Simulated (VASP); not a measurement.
Crystal: Si2P.

```
CELL_PARAMETERS angstrom
-1.65000 1.65000 4.40000
1.65000 -1.65000 4.40000
1.65000 1.65000 -4.40000
ATOMIC_POSITIONS crystal
Si 0.33330 0.33330 0.00000
Si 0.66670 0.66670 0.00000
P 0.00000 0.00000 0.00000
```

The cell was built by a generator and needn't be a form met in nature.

```yaml
Program: VASP 6.6.1
Task: relaxation of cell and atoms
Functional: PBE
Potentials_or_basis: VASP PAW PBE potentials, release 64 (Si, P)
Cutoff: 520 eV
k_mesh: 9 × 9 × 9
Occupations: gaussian, width 0.15 eV
Spin: no spin polarisation
```

At the start: pressure -7.6 GPa; volume 15.97 Å³/atom.

**Question.** How do energy, volume and symmetry change on relaxing?

**Answer.** Over 10 steps the energy falls by 77.9 meV/atom and the volume is 14.47 Å³/atom (-9.4 %); space group I4/mmm (No. 139, to 0.05 Å).

Step by step:
```csv
step,energy change (eV),largest force (eV/Å),pressure (GPa),volume (Å³)
1,0.0000,0.1819,-7.55,47.92
2,-0.1252,0.1508,0.84,42.88
3,-0.1256,0.1521,0.35,43.14
4,-0.1436,0.1958,0.42,43.03
5,-0.1977,0.2108,0.67,42.75
6,-0.1962,0.2461,2.65,42.04
7,-0.2196,0.2035,1.33,42.44
8,-0.2272,0.1601,-1.21,43.72
9,-0.2276,0.1652,-0.93,43.48
10,-0.2336,0.0131,-0.24,43.42
```

Final structure:
```cif
data_structure
_symmetry_space_group_name_H-M 'P 1'
_symmetry_Int_Tables_number 1
_cell_length_a 5.0755
_cell_length_b 5.0755
_cell_length_c 5.0755
_cell_angle_alpha 144.708
_cell_angle_beta 144.708
_cell_angle_gamma 50.769
_cell_volume 43.42
loop_
_atom_site_label
_atom_site_type_symbol
_atom_site_fract_x
_atom_site_fract_y
_atom_site_fract_z
_atom_site_occupancy
Si1 Si 0.34522 0.34522 0.00000 1
Si2 Si 0.65478 0.65478 0.00000 1
P1 P 0.00000 0.00000 0.00000 1
```
